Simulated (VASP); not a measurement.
All values below come from PBE GGA with D3 dispersion (zero damping), VASP's PBE PAW potentials (set 64) (plane waves; VASP).

The input files of a VASP run:

### KPOINTS
```
Regular mesh
0
gamma
  4 4 4
0 0 0
```

**INCAR**
```
SYSTEM=CsSnI3
PREC=Accurate; ENCUT=520; LREAL=.FALSE.
LASPH=.TRUE.
EDIFF=1E-6; NELM=100; ALGO=Normal
LMAXMIX=4
ISMEAR=0; SIGMA=0.05
GGA=PE; IVDW=11
IBRION=2; NSW=60; ISIF=3
EDIFFG=-0.02
LWAVE=.FALSE.; LCHARG=.FALSE.
```

File POSCAR:
```
CsSnI3
1
    6.1807380896    -0.0000000000    -0.0000000000
   -0.0000000000     6.1807380896     0.0000000000
   -0.0000000000    -0.0000000000     6.1807380896
Cs Sn I
1 1 3
Direct
  0.0000000000   0.0000000000   0.0000000000
  0.5000000000   0.5000000000   0.5000000000
  0.5000000000   0.0000000000   0.5000000000
  0.0000000000   0.5000000000   0.5000000000
  0.5000000000   0.5000000000   0.0000000000
```

POTCAR, in this order: Cs_sv Sn_d I (PBE.64 set). Program: vasp_std.

What VASP printed:

**OSZICAR**
```
       N       E                     dE             d eps       ncg     rms          rms(c)
DAV:   1     0.346093472922E+03    0.34609E+03   -0.18274E+04   520   0.152E+03
DAV:   2     0.257777376993E+02   -0.32032E+03   -0.31418E+03   634   0.302E+02
DAV:   3    -0.126139275887E+02   -0.38392E+02   -0.38248E+02   610   0.120E+02
DAV:   4    -0.141387650385E+02   -0.15248E+01   -0.15120E+01   652   0.282E+01
DAV:   5    -0.141894910702E+02   -0.50726E-01   -0.50710E-01   806   0.464E+00    0.433E+00
DAV:   6    -0.139472424178E+02    0.24225E+00   -0.43472E-01   664   0.360E+00    0.287E+00
DAV:   7    -0.139255358576E+02    0.21707E-01   -0.31228E-01   646   0.241E+00    0.993E-01
DAV:   8    -0.139292926321E+02   -0.37568E-02   -0.43482E-02   612   0.152E+00    0.279E-01
DAV:   9    -0.139292800019E+02    0.12630E-04   -0.23881E-03   672   0.387E-01    0.124E-01
DAV:  10    -0.139295633799E+02   -0.28338E-03   -0.87249E-04   628   0.184E-01    0.532E-02
DAV:  11    -0.139296157604E+02   -0.52381E-04   -0.33017E-04   642   0.128E-01    0.242E-02
DAV:  12    -0.139296187731E+02   -0.30126E-05   -0.28650E-05   642   0.335E-02    0.206E-02
DAV:  13    -0.139296177304E+02    0.10427E-05   -0.13301E-06   406   0.819E-03    0.734E-03
DAV:  14    -0.139296170718E+02    0.65857E-06   -0.18636E-06   454   0.103E-02
   1 F= -.15168350E+02 E0= -.15168348E+02  d E =-.151684E+02
       N       E                     dE             d eps       ncg     rms          rms(c)
DAV:   1    -0.140842118107E+02   -0.15459E+00   -0.28164E+00   614   0.151E+01    0.189E+00
DAV:   2    -0.139834625269E+02    0.10075E+00   -0.17002E-01   602   0.368E+00    0.830E-01
DAV:   3    -0.139567515550E+02    0.26711E-01   -0.83446E-02   684   0.228E+00    0.322E-01
DAV:   4    -0.139561582860E+02    0.59327E-03   -0.17671E-03   542   0.281E-01    0.263E-01
DAV:   5    -0.139557251544E+02    0.43313E-03   -0.89306E-04   702   0.221E-01    0.677E-02
DAV:   6    -0.139557021563E+02    0.22998E-04   -0.14888E-04   600   0.114E-01    0.121E-02
DAV:   7    -0.139557027635E+02   -0.60718E-06   -0.84241E-06   562   0.184E-02
   2 F= -.15176874E+02 E0= -.15176874E+02  d E =-.852429E-02
       N       E                     dE             d eps       ncg     rms          rms(c)
DAV:   1    -0.139639339796E+02   -0.82318E-02   -0.99945E-02   610   0.279E+00    0.361E-01
DAV:   2    -0.139603175571E+02    0.36164E-02   -0.61653E-03   616   0.699E-01    0.156E-01
DAV:   3    -0.139593634488E+02    0.95411E-03   -0.29576E-03   686   0.427E-01    0.619E-02
DAV:   4    -0.139593363288E+02    0.27120E-04   -0.63031E-05   534   0.530E-02    0.489E-02
DAV:   5    -0.139593157977E+02    0.20531E-04   -0.33195E-05   698   0.426E-02    0.119E-02
DAV:   6    -0.139593143356E+02    0.14621E-05   -0.50348E-06   512   0.215E-02    0.202E-03
DAV:   7    -0.139593142541E+02    0.81571E-07   -0.28871E-07   308   0.372E-03
   3 F= -.15177030E+02 E0= -.15177030E+02  d E =-.867961E-02
```

### OUTCAR
```
------------------------ aborting loop because EDIFF is reached ----------------------------------------
 Edisp (eV)   -1.21772
  FORCE on cell =-STRESS in cart. coord.  units (eV):
  Direction    XX          YY          ZZ          XY          YZ          ZX
  --------------------------------------------------------------------------------------
  Total      -0.01576    -0.01576    -0.01576    -0.00000    -0.00000     0.00000
  in kB      -0.10433    -0.10433    -0.10433    -0.00000    -0.00000     0.00000
  external pressure =       -0.10 kB  Pullay stress =        0.00 kB
  volume of cell :      242.04
      direct lattice vectors                 reciprocal lattice vectors
     6.232037789  0.000000000  0.000000000     0.160461158 -0.000000000  0.000000000
     0.000000000  6.232037789  0.000000000    -0.000000000  0.160461158  0.000000000
    -0.000000000 -0.000000000  6.232037789    -0.000000000 -0.000000000  0.160461158
 POSITION                                       TOTAL-FORCE (eV/Angst)
 -----------------------------------------------------------------------------------
      0.00000      0.00000      0.00000         0.000000      0.000000      0.000000
      3.11602      3.11602      3.11602        -0.000000     -0.000000      0.000000
      3.11602     -0.00000      3.11602         0.000000      0.000000      0.000000
     -0.00000      3.11602      3.11602         0.000000      0.000000      0.000000
      3.11602      3.11602      0.00000         0.000000      0.000000      0.000000
 -----------------------------------------------------------------------------------
    total drift:                                0.000000     -0.000000     -0.000000
  FREE ENERGIE OF THE ION-ELECTRON SYSTEM (eV)
  ---------------------------------------------------
  free  energy   TOTEN  =       -15.1770297148 eV

  energy  without entropy=      -15.1770297105  energy(sigma->0) =      -15.17702971

 reached required accuracy - stopping structural energy minimisation
```
(Selected blocks of OUTCAR.)

### CONTCAR
```
CsSnI3
   1.00000000000000
     6.2320377890395111    0.0000000000000000    0.0000000000000000
     0.0000000000000000    6.2320377890395111    0.0000000000000000
    -0.0000000000000000   -0.0000000000000000    6.2320377890395111
  Cs              Sn              I
     1     1     3
Direct
     0.0000000000000000    0.0000000000000000    0.0000000000000000
     0.5000000000000000    0.5000000000000000    0.5000000000000000
     0.5000000000000000    0.0000000000000000    0.5000000000000000
     0.0000000000000000    0.5000000000000000    0.5000000000000000
     0.5000000000000000    0.5000000000000000    0.0000000000000000
```

Energy and stress use the plane-wave basis of the starting cell.

The compound is CsSnI3 in the cubic perovskite structure, the ideal cubic form; the compound distorts at low or room temperature. This run relaxes it. Symmetry was kept, so distortions that lower it aren't found. The start is the result of an earlier pass.
